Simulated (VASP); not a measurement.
Here is the system:

```
CELL_PARAMETERS angstrom
      0.00000     2.66327     2.66327
      2.66327     0.00000     2.66327
      2.66327     2.66327     0.00000
ATOMIC_POSITIONS crystal
  Cd 0.00000 0.00000 0.00000
  F  0.25000 0.25000 0.25000
  F  0.75000 0.75000 0.75000
```

Calculation: TPSS meta-GGA, VASP's PBE PAW potentials (set 64) (plane waves; VASP). Settings: 520 eV cut-off, 7×7×7 Γ-centred mesh, Gaussian smearing of 0.050 eV, potentials Cd F.

Q: Predict the energy per atom (σ→0), pressure.

A: 
The energy per atom (σ→0) is -8.150 eV/atom and the pressure is 7.60 GPa.

Total energies compare only between runs with the same potentials, cut-off and functional.

The compound is CdF2 in the fluorite structure. This cell is one point of a volume scan, at 0.94 of the reference volume.
